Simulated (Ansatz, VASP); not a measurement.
## Two plane-wave programs on SbAs2

The input INCAR:

```
PREC     = Accurate       # precision mode
ENCUT    = 520            # plane-wave cutoff, eV
EDIFF    = 1E-6           # SCF threshold, eV
ISMEAR   = 0              # smearing method
SIGMA    = 0.1            # smearing width, eV
LREAL    = F              # projectors in reciprocal space
LASPH    = T              # aspherical terms in the spheres
NELM     = 100            # most SCF steps
ALGO     = Normal         # electronic algorithm
ISIF     = 2              # what is computed and relaxed
LWAVE    = F              # write WAVECAR
LCHARG   = F              # write CHGCAR
GGA      = PE             # functional
NBANDS   = 24             # bands
```

File KPOINTS:

```
Automatic mesh
0
Gamma
  4 4 4
```

File POSCAR:

```
SbAs2
1.0
    0.0000000000      4.2757321500      4.2757321500
    4.2757321500      0.0000000000      4.2757321500
    4.2757321500      4.2757321500      0.0000000000
Sb As
2 4
Direct
    0.5000000000      0.5000000000      0.5000000000
    0.7500000000      0.7500000000      0.7500000000
    0.1250000000      0.1250000000      0.1250000000
    0.6250000000      0.1250000000      0.1250000000
    0.1250000000      0.6250000000      0.1250000000
    0.1250000000      0.1250000000      0.6250000000
```

Input for Ansatz:

```yaml
crystal:
  lattice:
    - [0.0, 4.27573215, 4.27573215]
    - [4.27573215, 0.0, 4.27573215]
    - [4.27573215, 4.27573215, 0.0]
  atoms:
    - { symbol: Sb, position: [0.5, 0.5, 0.5] }
    - { symbol: Sb, position: [0.75, 0.75, 0.75] }
    - { symbol: As, position: [0.125, 0.125, 0.125] }
    - { symbol: As, position: [0.625, 0.125, 0.125] }
    - { symbol: As, position: [0.125, 0.625, 0.125] }
    - { symbol: As, position: [0.125, 0.125, 0.625] }
basis:
  ecutwfc: 420
kpoints:
  mp_grid: { grid: [4, 4, 4] }
hamiltonian:
  xc: pbe
scf:
  occupations: { method: gaussian, width: 0.1 }
  lower_state_search: "off"
output:
  forces: true
  stress: true
  eigenvalues: true
```

Change from the starting cell: species swapped into the SmRu2 type (Fd-3m, No. 227).

Alike in both runs: task single point; functional PBE; k mesh 4 × 4 × 4; occupations gaussian, width 0.1 eV; no spin polarisation.

|  | VASP | Ansatz |
| --- | --- | --- |
| version | VASP 6.6.1 | Ansatz 0.2.0 |
| potentials or method | VASP PAW PBE potentials, release 64 (Sb, As) | scalar-relativistic, plane waves, PAW |
| plane-wave cutoff (eV) | 520 | 420 |
| valence electrons in the cell | 30 | 90 |

|  | VASP | Ansatz | Ansatz less VASP |
| --- | --- | --- | --- |
| gap on the k mesh at the Fermi level (eV) | none | none | - |
| pressure (GPa) | -8.0 | -8.0 | +0.06 |

A gap of «none» marks a metal or a gap that the smearing closes. With one functional, cell and mesh, what is left measures potentials, basis and numerics. The two sets of potentials don't hold the same shells in valence.

Spin-orbit coupling is left out, which matters for the levels of Sb.
